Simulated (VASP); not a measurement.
## AlGaSb₂ (space group R3m): computed properties

The numbers are results of LDA (Ceperley-Alder, Perdew-Zunger), VASP's LDA PAW potentials (set 64) (plane waves; VASP), not measurements.

For AlGaSb2, the space group comes out as R3m (160) and the cell is a = 4.3078 Å, b = 4.3078 Å, c = 21.0602 Å, α = 90.00°, β = 90.00°, γ = 120.00°. The volume per atom is 28.21 Å³/atom and the band gap (over mesh and band path) is 0.32 eV. The smallest direct gap (over mesh and band path) is 0.32 eV. The band-edge character is direct, Γ to Γ and the density is 5.01 g/cm³.

AlGaSb2 has the trigonal space group R3m, hexagonal axes (No. 160), Pearson symbol hR4. Conventional cell: a = 4.3078 Å, b = 4.3078 Å, c = 21.0602 Å, α = 90.00°, β = 90.00°, γ = 120.00°. Al on 3a has 4 Sb at 2.639–2.650 Å (tetrahedral). Ga on 3a is coordinated by 4 Sb at 2.624–2.633 Å (tetrahedral). Sb1 on 3a is surrounded by 3 Ga at 2.633 Å and 1 Al at 2.650 Å (tetrahedral). Sb2 on 3a is surrounded by 1 Ga at 2.624 Å and 3 Al at 2.639 Å (tetrahedral). (Neighbours: up to the widest gap in distance over summed covalent radii, below 1.35, at either atom; cation-cation and far metal-metal contacts left out.)
(The calculation used a cell of 4 atoms; values per cell refer to that cell.)

Unless said otherwise, spin-orbit coupling is left out, though it shifts the bands of the heavy elements here.

The structure comes from a computed database's AlGaSb2 entry (R3m); how it stands against other phases isn't given here. It was relaxed first. Symmetry was kept, so distortions that lower it aren't found.
